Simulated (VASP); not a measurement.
HfIn2Se5:

```xyz
8
Lattice="0.0000 4.7186 4.7186 4.7186 0.0000 4.7186 4.7186 4.7186 0.0000" Properties=species:S:1:pos:R:3 pbc="T T T"
Hf    7.0779    7.0779    7.0779
In    0.0000    0.0000    0.0000
In    2.3593    2.3593    2.3593
Se    5.9414    8.2143    5.9414
Se    8.2143    8.2143    8.2143
Se    8.2143    5.9414    5.9414
Se    5.9414    5.9414    8.2143
Se    4.7186    4.7186    4.7186
```

The cell was built by a generator and needn't be a form met in nature.

- Program: VASP 6.6.1
- Task: relaxation of cell and atoms
- Functional: PBE
- Potentials or basis: VASP PAW PBE potentials, release 64 (Hf_pv, In_d, Se)
- Cutoff: 520 eV
- k mesh: 3 × 3 × 3
- Occupations: gaussian, width 0.15 eV
- Spin: no spin polarisation

At the start: pressure 57.5 GPa; volume 26.26 Å³/atom.

Task: How do energy, volume and symmetry change on relaxing?

Result: Over 15 steps the energy falls by 2418.6 meV/atom and the volume is 47.63 Å³/atom (+81.4 %); space group F-43m (No. 216, to 0.05 Å).

Step by step:
| step | energy change (eV) | largest force (eV/Å) | pressure (GPa) | volume (Å³) |
| --- | --- | --- | --- | --- |
| 1 | 0.0000 | 8.0755 | 57.48 | 210.12 |
| 2 | -10.2693 | 2.5939 | -2.38 | 646.66 |
| 3 | 138.8743 | 10.6039 | 8.56 | 362.16 |
| 4 | 13.1378 | 5.8617 | 4.81 | 453.51 |
| 5 | -12.2364 | 4.2012 | -1.99 | 544.39 |
| 6 | -13.7541 | 5.1299 | -1.57 | 486.24 |
| 7 | -14.2622 | 5.4513 | -1.32 | 466.22 |
| 8 | -14.4253 | 5.5506 | -1.15 | 459.69 |
| 9 | -18.4213 | 1.8803 | -2.77 | 434.65 |
| 10 | -18.9839 | 1.1055 | -1.42 | 417.92 |
| 11 | -19.0525 | 0.1464 | -2.05 | 422.59 |
| 12 | -19.0550 | 0.2953 | -1.98 | 421.86 |
| 13 | -19.2575 | 1.0489 | 0.51 | 380.18 |
| 14 | -19.2734 | 0.8801 | -0.07 | 388.46 |
| 15 | -19.3485 | 0.0206 | 0.00 | 381.06 |

Final structure:
```
Hf In Se
1.0
     0.00000    5.75423    5.75423
     5.75423    0.00000    5.75423
     5.75423    5.75423    0.00000
Hf In Se
1 2 5
Cartesian
  8.6313 8.6313 8.6313
  0.0000 0.0000 0.0000
  2.8771 2.8771 2.8771
  7.2137 10.0490 7.2137
  10.0490 10.0490 10.0490
  10.0490 7.2137 7.2137
  7.2137 7.2137 10.0490
  5.7542 5.7542 5.7542
```

Caveat: the volume moved by over 15 % at a fixed basis, so the end points are rough.
